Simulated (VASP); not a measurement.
Energy against volume of NaCl (rock salt). All values below come from SCAN meta-GGA, VASP's PBE PAW potentials (set 64) (plane waves; VASP). Numerical set-up: 520 eV cut-off, 8×8×8 Γ-centred mesh, Gaussian smearing of 0.050 eV, potentials Na_pv Cl.

| V (Å³/atom) | E (eV/atom) |
|---|---|
| 20.946 | -8.14092 |
| 21.594 | -8.14278 |
| 22.242 | -8.14071 |
| 22.889 | -8.13582 |

Problem. Fit these four points and predict the energy of the run at 20.298 Å³/atom.

Solution. A cubic in V^(−2/3), the third-order Birch-Murnaghan form, passes through the four points with V0 = 21.54 Å³/atom and B0 = 33 GPa, and gives -8.1337 eV/atom there. The run gave -8.1355 eV/atom, -1.8 meV/atom from the fit; all five points give B0 = 29 GPa.

The compound is NaCl in the rock salt structure. It was relaxed first.
